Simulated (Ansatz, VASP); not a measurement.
# Al: VASP beside Ansatz, part 2 of 2

Wanted: the spread between two codes on one cell, functional and k mesh. Of the first pair: The structure shown is the start of the Ansatz relaxation below; VASP solves that cell, so the two are compared at the walk's first step.

VASP 6.6.1 and Ansatz 0.2.0.

So far. Step 4 (Differences): The forces differ by 1.4 meV/Å r.m.s., which is 3.1 % of the r.m.s. force of 0.047 eV/Å (both taken over all components). With vacuum in the cell, a pressure given here is an average over mostly empty space and none of the material.

## (5) VASP: single point, PBEsol, pair 2

Level of this step: PBEsol; plane waves and PAW (Al) (VASP).

With cell and atoms fixed, the geometry can't cause a difference; cores, projectors, grids and the points listed under the comparison can.

INCAR

```
SYSTEM = Al
PREC = Accurate
ENCUT = 400
EDIFF = 1E-06
NELM = 120
ISMEAR = -1
SIGMA = 0.05
LREAL = .FALSE.
ALGO = Normal
GGA = PS
NBANDS = 17
LORBIT = 11
LWAVE = .FALSE.
LCHARG = .FALSE.
ISIF = 2
LASPH = .TRUE.
GGA_COMPAT = .FALSE.
KPAR = 2
```

POSCAR

```
Al
1.0
    2.8637824638      0.0000000000      0.0000000000
    1.4318912319      2.4801083646      0.0000000000
    0.0000000000      0.0000000000     28.0296115413
Al
7
Direct
    0.0000000000      0.0000000000      0.7477651160
    0.6666666667      0.6666666667      0.6648372640
    0.3333333333      0.3333333333      0.5834213700
    0.0000000000      0.0000000000      0.5000000000
    0.6666666667      0.6666666667      0.4165786300
    0.3333333333      0.3333333333      0.3351627360
    0.0000000000      0.0000000000      0.2522348840
```

KPOINTS

```
Automatic mesh
0
Gamma
18 18 1
0 0 0
```

Potentials, in the order of the species: Al (PBE family, release 64).

The run is started by

```console
$ mpirun -np 2 vasp_std
```

Numbers of over 12 decimals in the logs are rounded to 6 here.

What it wrote:

```text
[banner, memory and clock lines left out]
running    2 mpi-ranks, on    1 nodes
[...]
[... a notice as in an earlier step ...]

 LDA part: xc-table for (Slater+PW92), standard interpolation
 POSCAR, INCAR and KPOINTS ok, starting setup
[...]
entering main loop
       N       E                     dE             d eps       ncg     rms          rms(c)
DAV:   1     0.368247124059E+02    0.36825E+02   -0.59001E+03  1258   0.731E+02
DAV:   2    -0.255337279409E+02   -0.62358E+02   -0.60211E+02  1722   0.126E+02
DAV:   3    -0.285306692136E+02   -0.29969E+01   -0.28744E+01  1790   0.261E+01
DAV:   4    -0.286256964883E+02   -0.95027E-01   -0.94839E-01  2074   0.545E+00
[...]
DAV:  20    -0.277753278941E+02   -0.30823E-04   -0.35508E-06  1201   0.431E-03    0.177E-03
DAV:  21    -0.277753315334E+02   -0.36393E-05   -0.27764E-07   981   0.181E-03    0.808E-04
DAV:  22    -0.277753320652E+02   -0.53179E-06   -0.42444E-08   879   0.918E-04
   1 F= -.27775332E+02 E0= -.27764020E+02  d E =-.226244E-01
```

From OUTCAR (step 5):

```text
  Total       -2.1602528     -2.1602528     -0.5447449      0.0000000      0.0000000      0.0000000
  in kB      -17.3855089    -17.3855089     -4.3840553      0.0000000      0.0000000      0.0000000
  external PRESSURE =     -13.0516910 kB  Pullay stress =       0.0000000 kB

 POSITION                                       TOTAL-FORCE (eV/Angst)
 -----------------------------------------------------------------------------------
      0.00000      0.00000     20.95957        -0.000000     -0.000000     -0.018638
      2.86378      1.65341     18.63513        -0.000000     -0.000000      0.002639
      1.43189      0.82670     16.35307        -0.000000     -0.000000     -0.062605
      0.00000      0.00000     14.01481        -0.000000      0.000000      0.000000
      2.86378      1.65341     11.67654        -0.000000      0.000000      0.062605
      1.43189      0.82670      9.39448         0.000000      0.000000     -0.002639
      0.00000      0.00000      7.07005        -0.000000      0.000000      0.018638
 -----------------------------------------------------------------------------------
    total drift:                               -0.000000     -0.000000      0.000000

  FREE ENERGIE OF THE ION-ELECTRON SYSTEM (eV)
  ---------------------------------------------------
  free  energy   TOTEN  =       -27.7753320652 eV

  energy  without entropy=      -27.7527076728  energy(sigma->0) =      -27.76401987

[... 1 part as in an earlier step ...]

[... 2 further parts left out ...]
[key lines of the parts left out:]
E-fermi :   2.9231
```

## (6) Ansatz: single point, PBEsol, pair 2

The same cell, functional, mesh and smearing now go to Ansatz, which takes its cutoff from its data sets.

The cell is taken from a series of runs on this material, whose earlier steps may have relaxed, scaled, displaced or heated it; both programs get it as it stands.

input.yaml

```yaml
crystal:
  lattice:
    - [2.8637824638, 0.0, 0.0]
    - [1.4318912319, 2.4801083646, 0.0]
    - [0.0, 0.0, 28.0296115413]
  atoms:
    - { symbol: Al, position: [0.0, 0.0, 0.747765116] }
    - { symbol: Al, position: [0.6666666667, 0.6666666667, 0.664837264] }
    - { symbol: Al, position: [0.3333333333, 0.3333333333, 0.58342137] }
    - { symbol: Al, position: [0.0, 0.0, 0.5] }
    - { symbol: Al, position: [0.6666666667, 0.6666666667, 0.41657863] }
    - { symbol: Al, position: [0.3333333333, 0.3333333333, 0.335162736] }
    - { symbol: Al, position: [0.0, 0.0, 0.252234884] }
kpoints:
  mp_grid: { grid: [18, 18, 1] }
scf:
  occupations: { method: fermi_dirac, width: 0.05 }
  n_extra_bands: 8
hamiltonian:
  xc: pbesol
  pseudopotentials: { kind: paw, azcp: { folder: soft_1 }, xc_functional: pbe }
output:
  forces: true
  write_potential: true
  volumetric_format: []
  dos:
    projected: true
    de: 0.05
    e_range: [-30, 12]
    method: { smearing: { sigma: 0.15, scheme: gaussian } }
  eigenstates:
    kpoints:
      - [-0.33333333, 0.33333333, 0.0]
      - [-0.36666667, 0.31666667, 0.0]
      - [-0.4, 0.3, 0.0]
      - [-0.43333333, 0.28333333, 0.0]
      - [-0.46666667, 0.26666667, 0.0]
      - [0.5, 0.25, 0.0]
      - [0.46666667, 0.23333333, 0.0]
      - [0.43333333, 0.21666667, 0.0]
      - [0.4, 0.2, 0.0]
      - [0.36666667, 0.18333333, 0.0]
      - [0.33333333, 0.16666667, 0.0]
      - [0.3, 0.15, 0.0]
      - [0.26666667, 0.13333333, 0.0]
      - [0.23333333, 0.11666667, 0.0]
      - [0.2, 0.1, 0.0]
      - [0.16666667, 0.08333333, 0.0]
      - [0.13333333, 0.06666667, 0.0]
      - [0.1, 0.05, 0.0]
      - [0.06666667, 0.03333333, 0.0]
      - [0.03333333, 0.01666667, 0.0]
      - [0.0, 0.0, 0.0]
      - [0.02777778, 0.0, 0.0]
      - [0.05555556, 0.0, 0.0]
      - [0.08333333, 0.0, 0.0]
      - [0.11111111, 0.0, 0.0]
      - [0.13888889, 0.0, 0.0]
      - [0.16666667, 0.0, 0.0]
      - [0.19444444, 0.0, 0.0]
      - [0.22222222, 0.0, 0.0]
      - [0.25, 0.0, 0.0]
      - [0.27777778, 0.0, 0.0]
      - [0.30555556, 0.0, 0.0]
      - [0.33333333, 0.0, 0.0]
      - [0.36111111, 0.0, 0.0]
      - [0.38888889, 0.0, 0.0]
      - [0.41666667, 0.0, 0.0]
      - [0.44444444, 0.0, 0.0]
      - [0.47222222, 0.0, 0.0]
      - [0.5, 0.0, 0.0]
      - [-0.48333333, 0.03333333, 0.0]
      - [-0.46666667, 0.06666667, 0.0]
      - [-0.45, 0.1, 0.0]
      - [-0.43333333, 0.13333333, 0.0]
      - [-0.41666667, 0.16666667, 0.0]
      - [-0.4, 0.2, 0.0]
      - [-0.38333333, 0.23333333, 0.0]
      - [-0.36666667, 0.26666667, 0.0]
      - [-0.35, 0.3, 0.0]
    e_range: [-8.0, 4.0]
    unfold:
      supercell_matrix: [[1, 0, 0], [0, 1, 0], [0, 0, 1]]
      layers:
        axis: 3
        edges: [0.109529, 0.375871, 0.376364, 0.623636, 0.624129, 0.89047]
```

The run is started by

```console
$ ansatz run input.yaml --threads 4 --pin off --max-ram 11264MiB --backend cpu --events-out ev --progress --plain --runs-dir out
```

What it wrote:

```text
[...]
Crystal: 7 atoms, lattice volume = 199.080 Å³
Basis set: ecut = 420 eV, 3933 PW (Γ), exchange–correlation on 40×40×384 points (8 copies of the dense FFT grid, shifted against one another)
Bands: 19, of which v1, the nominal top of the filled ones, is band 11 counted from 1 (10 counted from 0)
Symmetry: 12 space group operations
[...]
k-points: 37 of 324
[...]
max |Σ_I F_I| component: 6.94e-18 eV/Å
--- Band table (eV; the first three rows and the last of 37) ---
  k-point 0: bands = [... 7 lower, -0.8793, 0.9694, 2.8533, 4.6276, 6.1131, 6.7047, 7.8924, 8.0246, ... 4 higher]
  k-point 1: bands = [... 7 lower, -0.8101, 1.0387, 2.9215, 4.6949, 6.1816, 6.7775, 7.9592, 8.0927, ... 4 higher]
  k-point 2: bands = [... 7 lower, -0.6025, 1.2461, 3.1248, 4.8941, 6.3825, 6.9938, 8.1484, 8.2885, ... 4 higher]
  k-point 36: bands = [... 7 lower, 0.5814, 0.7143, 1.3139, 1.3139, 1.3724, 2.2537, 2.2537, 3.2590, ... 4 higher]
[key lines of the parts left out:]
SCF converged after 8 iterations
Free energy (F): -3670.973896 eV
Fermi energy:    2.879021 eV
```

## (7) Comparison

Forces (eV/Å; atoms numbered as in POSCAR):

| atom | Ansatz x, y, z | VASP x, y, z |
| --- | --- | --- |
| Al1 | 0.000, 0.000, -0.022 | 0.000, 0.000, -0.019 |
| Al2 | 0.000, 0.000, 0.002 | 0.000, 0.000, 0.003 |
| Al3 | 0.000, 0.000, -0.062 | 0.000, 0.000, -0.063 |
| Al4 | 0.000, 0.000, 0.000 | 0.000, 0.000, 0.000 |
| Al5 | 0.000, 0.000, 0.062 | 0.000, 0.000, 0.063 |
| Al6 | 0.000, 0.000, -0.002 | 0.000, 0.000, -0.003 |
| Al7 | 0.000, 0.000, 0.022 | 0.000, 0.000, 0.019 |

The forces differ by 1.2 meV/Å r.m.s., which is 5.9 % of the r.m.s. force of 0.020 eV/Å (both taken over all components). With vacuum in the cell, a pressure given here is an average over mostly empty space and none of the material.

## (8) What came out

| Property | Result |
| --- | --- |
| r.m.s. force difference (single point, PBEsol, start cell, pair 1) | 1.4 meV/Å |
| r.m.s. force difference (single point, PBEsol, pair 2) | 1.2 meV/Å |

What this shows: The r.m.s. force difference is 1.4 meV/Å (single point, PBEsol, start cell, pair 1), within the 12 meV/Å picked in this series as the mark of a large difference. 1 further run of this series is not shown here. How closely two codes agree says nothing of how well the functional describes the real material.

[Lines on the potential files, build, host, timing and source positions are cut from VASP's logs without a mark.]

[Logs are printed without paths, hosts, clocks, repeated set-up lines and the standing remarks that a program may print on its own settings, such as how far it seeks lower states.]

[Hosts, paths, dates, database ids (printed as entryN), source tags and the programs' standing remarks are cut or masked in the printed files.]
